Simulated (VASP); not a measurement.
VASP ran on this input.

KPOINTS:
```
K-points
0
gamma
 10 10 10
```

INCAR:
```
NSW = 30   # most ionic steps
EDIFF = 1E-8
LASPH = .TRUE.   # aspherical one-centre terms
SIGMA = 0.1   # width (eV)
SYSTEM = Ge
ALGO = Normal   # blocked Davidson
IBRION = 1
ENCUT = 400   # plane-wave cut-off (eV)
GGA = PS   # PBEsol
LCHARG = .FALSE.
PREC = Accurate
EDIFFG = -0.001
ISMEAR = 1   # Methfessel-Paxton
LMAXMIX = 4   # l cut-off of mixed one-centre charges
ISIF = 2
NELM = 100   # most electronic steps
LREAL = .FALSE.
LWAVE = .FALSE.
```

File POSCAR:
```
Ge
1
    0.0000000000     2.8319471217     2.8319471217
    2.8319471217     0.0000000000     2.8319471217
    2.8319471217     2.8319471217    -0.0000000000
Ge
2
Direct
  0.0000000000   0.0000000000   0.0000000000
  0.2500000000   0.2500000000   0.2500000000
```

POTCAR, in this order: Ge_d (PBE.64 set). Program: vasp_std.

**Question.** Translate this PBEsol calculation to Quantum ESPRESSO's pw.x.

**Answer.** One equivalent input (not run):
```
&CONTROL
  calculation = 'relax'
  pseudo_dir = './pseudo'
  outdir = './out'
  tprnfor = .true.
  tstress = .true.
  nstep = 30
  forc_conv_thr = 3.9e-05
/
&SYSTEM
  ibrav = 0
  nat = 2
  ntyp = 1
  ecutwfc = 78
  occupations = 'smearing'
  smearing = 'methfessel-paxton'
  degauss = 0.00735
  input_dft = 'pbesol'
/
&ELECTRONS
  conv_thr = 7.3e-10
  electron_maxstep = 100
/
&IONS
/
ATOMIC_SPECIES
  Ge 72.630 Ge.upf
CELL_PARAMETERS angstrom
     0.0000000    2.8319471    2.8319471
     2.8319471    0.0000000    2.8319471
     2.8319471    2.8319471   -0.0000000
ATOMIC_POSITIONS crystal
  Ge   0.0000000  0.0000000  0.0000000
  Ge   0.2500000  0.2500000  0.2500000
K_POINTS automatic
  10 10 10 0 0 0
```
Limits of the translation: the potentials are each code's own (VASP's PAW set, PseudoDojo norm-conserving files in pw.x), so ENCUT and ecutwfc are chosen apart and not converted; conv_thr bounds pw.x's estimated SCF error, while EDIFF bounds the energy change between steps; forc_conv_thr acts on force components and is met together with etot_conv_thr.

The compound is Ge in the diamond structure. It was relaxed first. The start is the result of an earlier pass.
